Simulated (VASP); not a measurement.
An input for Quantum ESPRESSO's pw.x (written as the equivalent of a VASP run, and not itself run):

```
&CONTROL
  calculation = 'scf'
  pseudo_dir = './pseudo'
  outdir = './out'
  tprnfor = .true.
  tstress = .true.
/
&SYSTEM
  ibrav = 0
  nat = 6
  ntyp = 2
  ecutwfc = 84
  occupations = 'smearing'
  smearing = 'gaussian'
  degauss = 0.00735
  input_dft = 'pbe'
/
&ELECTRONS
  conv_thr = 7.3e-08
  electron_maxstep = 100
/
ATOMIC_SPECIES
  Pb 207.200 Pb.upf
  O 15.999 O.upf
CELL_PARAMETERS angstrom
     4.9485070    0.0000000    0.0000000
     0.0000000    4.9485070    0.0000000
     0.0000000    0.0000000    3.3772960
ATOMIC_POSITIONS crystal
  Pb   0.0000000  0.0000000  0.0000000
  Pb   0.5000000  0.5000000  0.5000000
  O    0.3074300  0.3074300  0.0000000
  O    0.6925700  0.6925700  0.0000000
  O    0.1925700  0.8074300  0.5000000
  O    0.8074300  0.1925700  0.5000000
K_POINTS automatic
  1 1 1 0 0 0
```

**Question.** Translate this input to VASP (INCAR, KPOINTS, POSCAR, choice of POTCAR).

**Answer.** One answer among several that fit: 
INCAR:
```
ISMEAR = 0   ! Gaussian
LREAL = .False.   ! projection in real space or not
LASPH = .True.   ! aspherical one-centre terms
LWAVE = .False.
SIGMA = 0.1
EDIFF = 1E-6   ! SCF stop (eV)
ISIF = 2   ! forces and stress, cell fixed
NELM = 100
ALGO = Normal
PREC = Accurate
LMAXMIX = 4   ! l cut-off of mixed one-centre charges
GGA = PE   ! PBE
LCHARG = .False.
SYSTEM = PbO2
ENCUT = 400   ! plane-wave cut-off (eV)
```

POSCAR:
```
PbO2
9.8970140
  0.5000000000   0.0000000000   0.0000000000
  0.0000000000   0.5000000000   0.0000000000
  0.0000000000   0.0000000000   0.3412439348
Pb O
2 4
direct
  0.0000000000   0.0000000000   0.0000000000
  0.5000000000   0.5000000000   0.5000000000
  0.3074300000   0.3074300000   0.0000000000
  0.6925700000   0.6925700000   0.0000000000
  0.1925700000   0.8074300000   0.5000000000
  0.8074300000   0.1925700000   0.5000000000
```

### KPOINTS
```
Automatic mesh
0
Gamma
1 1 1
0 0 0
```

POTCAR, in this order: Pb_d O (PBE.64 set). Program: vasp_std.

What does not carry over: the potentials are each code's own (VASP's PAW set, PseudoDojo norm-conserving files in pw.x), so ENCUT and ecutwfc are chosen apart and not converted; conv_thr bounds pw.x's estimated SCF error, while EDIFF bounds the energy change between steps.

The structure comes from a computed database's PbO2 entry; how it stands against other phases isn't given here. The cell was not relaxed at this level. The k-mesh is coarse (spacing up to 1.86 per Å, 2π included), so the numbers may not be converged in it. The run is one of a series of settings (KPOINTS 1×1×1 Γ-centred mesh against the base run), some of them coarse on purpose.
